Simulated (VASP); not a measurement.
```xyz
4
Lattice="3.4507 0.0000 0.0000 0.0000 3.4507 0.0000 0.0000 0.0000 3.4507" Properties=species:S:1:pos:R:3 pbc="T T T"
Si     0.0000     0.0000     0.0000
Ni     0.0000     1.7253     1.7253
Ni     1.7253     0.0000     1.7253
Ni     1.7253     1.7253     0.0000
```

The numbers are results of SCAN meta-GGA, VASP's PBE PAW potentials (set 64) (plane waves; VASP), not measurements. Run with 520 eV cut-off, 10×10×10 Γ-centred mesh, tetrahedra with Blöchl corrections, potentials Si Ni.

The cores are frozen, which limits the accuracy of field gradients.

### Question
Give the principal components of the electric field gradient (V/Å²) and the asymmetry η at each nucleus.

### Answer

| atom | Vxx | Vyy | Vzz | η |
|---|---|---|---|---|
| Si1 | 0.0 | 0.0 | 0.0 | - |
| Ni2 | 21.9 | 21.9 | -43.9 | 0.00 |
| Ni3 | 21.9 | 21.9 | -43.9 | 0.00 |
| Ni4 | 21.9 | 21.9 | -43.9 | 0.00 |

The compound is Ni3Si in the L1_2 structure. It was relaxed first. The run is not spin-polarised, so no magnetic state was tried.
